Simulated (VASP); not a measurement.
These are PBE GGA, VASP's PBE PAW potentials (set 64) (plane waves; VASP) values and carry that method's errors.

VASP input:

KPOINTS:
```
Automatic mesh
0
Gamma
5 5 5
0 0 0
```

### INCAR
```
SYSTEM  =  InP
PREC  =  Accurate; ENCUT  =  300; LREAL  =  .False.
LASPH  =  .True.
EDIFF  =  1E-6; NELM  =  100; ALGO  =  Normal
LMAXMIX  =  4
ISMEAR  =  -1; SIGMA  =  0.02
GGA  =  PE
ISIF  =  2
LWAVE  =  .False.; LCHARG  =  .False.
```

POSCAR:
```
InP
1
    0.0000000000     2.9350000000     2.9350000000
    2.9350000000     0.0000000000     2.9350000000
    2.9350000000     2.9350000000     0.0000000000
In P
1 1
Direct
  0.0000000000   0.0000000000   0.0000000000
  0.2500000000   0.2500000000   0.2500000000
```

POTCAR, in this order: In_d P (PBE.64 set). Program: vasp_std.

The run wrote:

File OUTCAR:
```
 ion  position               nearest neighbor table
   1  0.000  0.000  0.000-   2 2.54   2 2.54   2 2.54   2 2.54
   2  0.250  0.250  0.250-   1 2.54   1 2.54   1 2.54   1 2.54
  LATTYP: Found a face centered cubic cell.
 ALAT       =     5.8700000000
 Subroutine PRICEL returns:
 Original cell was already a primitive cell.
 Subroutine GETGRP returns: Found 24 space group operations
The static configuration has the point symmetry T_d .
The dynamic configuration has the point symmetry T_d .
 Subroutine INISYM returns: Found 24 space group operations
 Subroutine IBZKPT returns following result:
 Found     10 irreducible k-points:

 Following reciprocal coordinates:
            Coordinates               Weight
  0.000000  0.000000  0.000000      1.000000
  0.200000  0.000000  0.000000      8.000000
  0.400000  0.000000  0.000000      8.000000
  0.200000  0.200000  0.000000      6.000000
  0.400000  0.200000  0.000000     24.000000
 -0.400000  0.200000  0.000000     24.000000
 -0.200000  0.200000  0.000000     12.000000
  0.400000  0.400000  0.000000      6.000000
 -0.400000  0.400000  0.000000     12.000000
...
```

### OSZICAR
```
       N       E                     dE             d eps       ncg     rms          rms(c)
DAV:   1     0.962120827976E+02    0.96212E+02   -0.63842E+03   260   0.102E+03
DAV:   2    -0.285301681986E+01   -0.99065E+02   -0.96115E+02   280   0.264E+02
DAV:   3    -0.865092993193E+01   -0.57979E+01   -0.57782E+01   325   0.746E+01
DAV:   4    -0.877830489430E+01   -0.12737E+00   -0.12734E+00   338   0.122E+01
DAV:   5    -0.878097067446E+01   -0.26658E-02   -0.26657E-02   346   0.136E+00    0.569E+00
DAV:   6    -0.837786606974E+01    0.40310E+00   -0.74892E-01   376   0.152E+01    0.352E+00
DAV:   7    -0.834845608350E+01    0.29410E-01   -0.21415E-01   349   0.385E+00    0.129E+00
DAV:   8    -0.834885175646E+01   -0.39567E-03   -0.17972E-02   305   0.193E+00    0.377E-01
DAV:   9    -0.834957613203E+01   -0.72438E-03   -0.22759E-03   333   0.724E-01    0.194E-01
DAV:  10    -0.834965444276E+01   -0.78311E-04   -0.24265E-04   390   0.139E-01    0.150E-01
DAV:  11    -0.834969782067E+01   -0.43378E-04   -0.18681E-05   300   0.341E-02    0.761E-02
DAV:  12    -0.834972628025E+01   -0.28460E-04   -0.68931E-05   285   0.131E-01    0.211E-02
DAV:  13    -0.834972657822E+01   -0.29797E-06   -0.28375E-06   305   0.148E-02
   1 F= -.83497266E+01 E0= -.83497266E+01  d E =-.850022E-09
```

**OUTCAR**
```
------------------------ aborting loop because EDIFF is reached ----------------------------------------
  FORCE on cell =-STRESS in cart. coord.  units (eV):
  Direction    XX          YY          ZZ          XY          YZ          ZX
  --------------------------------------------------------------------------------------
  Total        0.8344721      0.8344721      0.8344721      0.0000000      0.0000000      0.0000000
  in kB       26.4404052     26.4404052     26.4404052      0.0000000      0.0000000      0.0000000
  external PRESSURE =      26.4404052 kB  Pullay stress =       0.0000000 kB
  volume of cell :       50.57
      direct lattice vectors                 reciprocal lattice vectors
     0.000000000  2.935000000  2.935000000    -0.170357751  0.170357751  0.170357751
     2.935000000  0.000000000  2.935000000     0.170357751 -0.170357751  0.170357751
     2.935000000  2.935000000  0.000000000     0.170357751  0.170357751 -0.170357751
  FREE ENERGIE OF THE ION-ELECTRON SYSTEM (eV)
  ---------------------------------------------------
  free  energy   TOTEN  =        -8.3497265782 eV

  energy  without entropy=       -8.3497265774  energy(sigma->0) =       -8.34972658
```
(Selected blocks of OUTCAR.)

### OUTCAR
```
 val. band max:        5.1566035166   @ k =   0.0000   0.0000   0.0000

 cond. band min:       5.8353814173   @ k =   0.0000   0.0000   0.0000


 Fermi energy:         5.5071542819

 k-point     1 :       0.0000    0.0000    0.0000
  band No.  band energies     occupation
      1      -9.0182      2.00000
      2      -9.0182      2.00000
      3      -9.0182      2.00000
      4      -8.8689      2.00000
      5      -8.8689      2.00000
      6      -6.3336      2.00000
      7       5.1566      2.00000
      8       5.1566      2.00000
      9       5.1566      2.00000
     10       5.8354      0.00000
     11       9.2378      0.00000
     12       9.2378      0.00000
     13       9.2378      0.00000

 k-point     2 :       0.2000    0.0000    0.0000
  band No.  band energies     occupation
      1      -9.0609      2.00000
      2      -9.0012      2.00000
      3      -9.0012      2.00000
      4      -8.8674      2.00000
      5      -8.8674      2.00000
      6      -5.8911      2.00000
      7       2.4634      2.00000
      8       4.7528      2.00000
      9       4.7528      2.00000
     10       6.9680      0.00000
     11       9.7986      0.00000
     12       9.7986      0.00000
     13       9.9284      0.00000

 k-point     3 :       0.4000    0.0000    0.0000
  band No.  band energies     occupation
      1      -9.1250      2.00000
      2      -8.9819      2.00000
      3      -8.9819      2.00000
      4      -8.8581      2.00000
      5      -8.8581      2.00000
      6      -4.8770      2.00000
      7      -0.0976      2.00000
      8       4.2611      2.00000
      9       4.2611      2.00000
     10       6.6960      0.00000
     11       9.9936      0.00000
     12       9.9936      0.00000
     13      11.9772      0.00000

 k-point     4 :       0.2000    0.2000    0.0000
  band No.  band energies     occupation
      1      -9.0900      2.00000
      2      -8.9832      2.00000
      3      -8.9832      2.00000
...
```

At this cut-off the stress carries a Pulay error, which pulls relaxed volumes low.  Unless said otherwise, spin-orbit coupling is left out, though it shifts the bands of the heavy elements here.

The structure is a typed InP crystal (F-43m). The cell was not relaxed at this level. The run is one of a series of settings (KPOINTS 5×5×5 Γ-centred mesh against the base run), some of them coarse on purpose.
